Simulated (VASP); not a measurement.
Energy against volume of LiCl (rock salt). All values below come from PBE GGA, VASP's PBE PAW potentials (set 64) (plane waves; VASP). Run with 520 eV cut-off, 9×9×9 Γ-centred mesh, Gaussian smearing of 0.050 eV, potentials Li_sv Cl.

| V (Å³/atom) | E (eV/atom) |
|---|---|
| 16.465 | -3.69085 |
| 16.975 | -3.69305 |
| 17.484 | -3.69216 |
| 17.993 | -3.68859 |

Problem. Fit these four points and predict the energy of the run at 15.956 Å³/atom.

Solution. A cubic in V^(−2/3), the third-order Birch-Murnaghan form, passes through the four points with V0 = 17.07 Å³/atom and B0 = 32 GPa, and gives -3.6851 eV/atom there. The run gave -3.6850 eV/atom, +0.1 meV/atom from the fit; all five points give B0 = 32 GPa.

The compound is LiCl in the rock salt structure. It was relaxed first.
